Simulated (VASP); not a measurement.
## MoSeS (space group P-3m1): computed properties

Level of theory: PBEsol GGA, VASP's PBE PAW potentials (set 64) (plane waves; VASP 6.6.1).

- space group = P-3m1 (164)
- cell = a = b = 3.2041 Å, c = 13.1432 Å, α = β = 90.00°, γ = 120.00°
- volume per atom = 19.48 Å³/atom
- band gap (over mesh and band path) = 0.88 eV
- smallest direct gap (over mesh and band path) = 1.68 eV
- band-edge character without spin-orbit coupling = indirect, Γ to K-Γ at 0.44
- band gap with spin-orbit coupling = 0.90 eV
- density = 5.88 g/cm³
- mean ε∞ (independent particles) = 14.10

```
MoSSe
1.0
    3.20412     0.00000     0.00000
   -1.60206     2.77484     0.00000
    0.00000     0.00000    13.14321
Mo Se S
2 2 2
Direct
  0.00000   0.00000   0.25976
  0.00000   0.00000   0.74024
  0.66667   0.33333   0.86957
  0.33333   0.66667   0.13043
  0.33333   0.66667   0.37574
  0.66667   0.33333   0.62426
```

The path is coarsely sampled, so an indirect gap can come out somewhat too large. Without a dispersion term in the relaxation, distances and binding between the weakly bound layers, chains or molecules are unreliable, and so is what depends on them.

The structure comes from a computed database's MoSeS entry (P-3m1); how it stands against other phases isn't given here. It was relaxed first, which changed the volume by -6 %. Symmetry was kept, so distortions that lower it aren't found.
